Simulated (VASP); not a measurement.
Here is the system:

```xyz
10
Lattice="2.3862 1.3777 4.3419 -2.3862 1.3777 4.3419 0.0000 -2.7554 4.3419" Properties=species:S:1:pos:R:3 pbc="T T T"
Al     0.0000     0.0000     1.9266
Al     0.0000     0.0000    11.0991
Al     0.0000     0.0000     4.5862
Al     0.0000     0.0000     8.4395
O      0.9265     1.3777     7.5983
O     -0.9265    -1.3777     5.4274
O     -1.6564     0.1136     7.5983
O      1.6564    -0.1136     5.4274
O      0.7298    -1.4912     7.5983
O     -0.7298     1.4912     5.4274
```

These are PBEsol GGA, VASP's PBE PAW potentials (set 64) (plane waves; VASP 6.6.1) values and carry that method's errors. Run with 520 eV cut-off, 6×6×6 Γ-centred mesh, tetrahedra with Blöchl corrections, potentials Al O.

The cores are frozen, which limits the accuracy of field gradients.

Problem. Give the principal components of the electric field gradient (V/Å²) and the asymmetry η at each nucleus.

Solution. 
| atom | Vxx | Vyy | Vzz | η |
|---|---|---|---|---|
| Al1 | -3.0 | -3.0 | 6.0 | 0.00 |
| Al2 | -3.0 | -3.0 | 6.0 | 0.00 |
| Al3 | -3.0 | -3.0 | 6.0 | 0.00 |
| Al4 | -3.0 | -3.0 | 6.0 | 0.00 |
| O5 | 27.6 | 8.9 | -36.5 | 0.51 |
| O6 | 27.6 | 8.9 | -36.5 | 0.51 |
| O7 | 27.6 | 8.9 | -36.5 | 0.51 |
| O8 | 27.6 | 8.9 | -36.5 | 0.51 |
| O9 | 27.6 | 8.9 | -36.5 | 0.51 |
| O10 | 27.6 | 8.9 | -36.5 | 0.51 |

The structure comes from a computed database's Al2O3 entry (R-3c); how it stands against other phases isn't given here. It was relaxed first.
